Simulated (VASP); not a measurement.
Output of a VASP run:

OSZICAR:
```
       N       E                     dE             d eps       ncg     rms          rms(c)
DAV:   1     0.277174020243E+03    0.27717E+03   -0.18561E+04  1374   0.301E+03
DAV:   2     0.805609270861E+01   -0.26912E+03   -0.25972E+03  1452   0.529E+02
DAV:   3    -0.267968661214E+02   -0.34853E+02   -0.34276E+02  1530   0.155E+02
DAV:   4    -0.282412268653E+02   -0.14444E+01   -0.14402E+01  1904   0.333E+01
DAV:   5    -0.282590777657E+02   -0.17851E-01   -0.17844E-01  1450   0.338E+00    0.108E+01
DAV:   6    -0.242257156417E+02    0.40334E+01   -0.15466E+01  2358   0.566E+01    0.313E+00
DAV:   7    -0.243491779072E+02   -0.12346E+00   -0.17151E+00  1446   0.111E+01    0.269E+00
DAV:   8    -0.243498488224E+02   -0.67092E-03   -0.29531E-01  2280   0.820E+00    0.894E-01
DAV:   9    -0.243262183325E+02    0.23630E-01   -0.11908E-01  2382   0.574E+00    0.349E-01
DAV:  10    -0.243272020635E+02   -0.98373E-03   -0.60611E-03  1502   0.818E-01    0.155E-01
DAV:  11    -0.243271667042E+02    0.35359E-04   -0.13530E-03  1964   0.676E-01    0.292E-02
DAV:  12    -0.243271787395E+02   -0.12035E-04   -0.19933E-04  1508   0.104E-01    0.145E-02
DAV:  13    -0.243271787587E+02   -0.19184E-07   -0.40936E-05  1824   0.144E-01    0.450E-03
DAV:  14    -0.243271790446E+02   -0.28597E-06   -0.44599E-06  2168   0.407E-02    0.213E-03
DAV:  15    -0.243271788868E+02    0.15781E-06   -0.50970E-07  1920   0.108E-02    0.771E-04
DAV:  16    -0.243271789079E+02   -0.21067E-07   -0.14763E-07  1000   0.943E-03
   1 F= -.25886012E+02 E0= -.25886012E+02  d E =-.258860E+02
```

### OUTCAR
```
------------------------ aborting loop because EDIFF is reached ----------------------------------------
  Edisp (eV):   -1.55883
  FORCE on cell =-STRESS in cart. coord.  units (eV):
  Direction    XX          YY          ZZ          XY          YZ          ZX
  --------------------------------------------------------------------------------------
  Total      -1.50065    -1.50065    -1.44108     0.00000     0.00000     0.00000
  in kB     -51.19938   -51.19938   -49.16703     0.00000     0.00000     0.00000
  external pressure =      -50.52 kB  Pullay stress =        0.00 kB
  volume of cell :       46.96
      direct lattice vectors                 reciprocal lattice vectors
     1.608688210 -2.786329675  0.000000000     0.310812249 -0.179447538  0.000000000
     1.608688210  2.786329675  0.000000000     0.310812249  0.179447538  0.000000000
     0.000000000  0.000000000  5.238292247     0.000000000  0.000000000  0.190901911
  FREE ENERGIE OF THE ION-ELECTRON SYSTEM (eV)
  ---------------------------------------------------
  free  energy   TOTEN  =       -25.8860121229 eV

  energy  without entropy=      -25.8860121229  energy(sigma->0) =      -25.88601212

 reached required accuracy - stopping structural energy minimisation
```
(Selected blocks of OUTCAR.)

POSCAR:
```
GaN
1
    1.6086882101    -2.7863296751     0.0000000000
    1.6086882101     2.7863296751     0.0000000000
    0.0000000000     0.0000000000     5.2382922468
Ga N
2 2
Direct
  0.6666670000   0.3333330000   0.5000401172
  0.3333330000   0.6666670000   0.0000401172
  0.6666670000   0.3333330000   0.8769598828
  0.3333330000   0.6666670000   0.3769598828
```

Question: Reconstruct the remaining input files.

Answer: This is not unique; one that fits is the input of the run itself, PBE GGA with D4 dispersion, plane waves, VASP's PBE PAW potentials (set 64).

### KPOINTS
```
Automatic mesh
0
Gamma
8 8 5
0 0 0
```

**INCAR**
```
IBRION=2   # conjugate gradients
EDIFF=1E-7   # SCF stop (eV)
ALGO=Normal   # blocked Davidson
SIGMA=0.05   # width (eV)
LASPH=.TRUE.
NELM=100   # most electronic steps
EDIFFG=-0.01   # ionic stop
LCHARG=.FALSE.
SYSTEM=GaN
LWAVE=.FALSE.
NSW=30   # most ionic steps
LREAL=.FALSE.   # projection in real space or not
ISMEAR=0
ENCUT=520   # plane-wave cut-off (eV)
ISIF=4   # ions and shape, fixed volume
GGA=PE   # PBE
LMAXMIX=4   # l cut-off of mixed one-centre charges
IVDW=13
PREC=Accurate
```

POTCAR, in this order: Ga_d N (PBE.64 set). Program: vasp_std.

The compound is GaN in the wurtzite structure. This cell is one point of a volume scan, at 1.03 of the reference volume.
